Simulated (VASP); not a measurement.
Input of a VASP 6.6.1 run:

The input INCAR:

```
SYSTEM = H14SO6
PREC = Accurate ; ENCUT = 520
EDIFF = 1E-6 ; ISMEAR = -1
SIGMA = 0.02 ; LREAL = Auto
LASPH = .True. ; NELM = 80
ALGO = Normal ; ISIF = 2
LWAVE = .False. ; LCHARG = .False.
GGA = PE ; NBANDS = 44
```

File KPOINTS:

```
Automatic mesh
0
Gamma
  1 1 1
  0 0 0
```

Contents of POSCAR:

```
H14SO6
1.0
    6.2144650000      0.0000000000      0.0000000000
    0.0000000000      6.2144650000      0.0000000000
    0.0000000000      0.0000000000      6.2144650000
O H S
6 14 1
Direct
    0.6654152851      0.0005792936      0.5909277790
    1.1509116231      0.3144277102      0.8884433334
    0.4164477554     -0.0808436446      0.0335990306
    0.1218769436      0.7851198776      0.3547529836
    1.0400412586      0.2905640309      0.4063905742
    0.4089008467      0.5012338150      0.5312283519
    0.7840739307     -0.1018269473      0.5247273900
    0.6057480411     -0.0858480979      0.7061911202
    1.3007716674      0.3536748537      0.9053072147
    1.1044394007      0.4503203413      0.8335069873
    0.5265940029      0.0192132388      0.1016982154
    0.3150070038     -0.1173713264      0.1529174273
    0.2119410118      0.7152667205      0.4553247947
    0.1325938757      0.9415935241      0.3544633367
    0.9759488548      0.3394499768      0.2817619859
    0.9105369489      0.2707232240      0.5057072491
    0.5571678334      0.5052888704      0.4954891531
    0.3656791051      0.3496519813      0.5109048003
    0.8047514951      0.4851745082      1.1831106942
    0.7441670361      0.2756954943      0.9577654714
    0.6466365166      0.4371092282      1.0346023350
```

Potentials or basis: VASP PAW PBE potentials, release 64 (O, H, S).

Launch:

```console
$ cat potpaw_PBE.64/O/POTCAR potpaw_PBE.64/H/POTCAR potpaw_PBE.64/S/POTCAR > POTCAR
$ mpirun -np 1 vasp_gam > vasp.out
```

(1) Predict the largest force.

(2) Predict the band gap on the k mesh.

## Answers

(1) 4.137 eV/Å.

(2) 3.72 eV, direct.
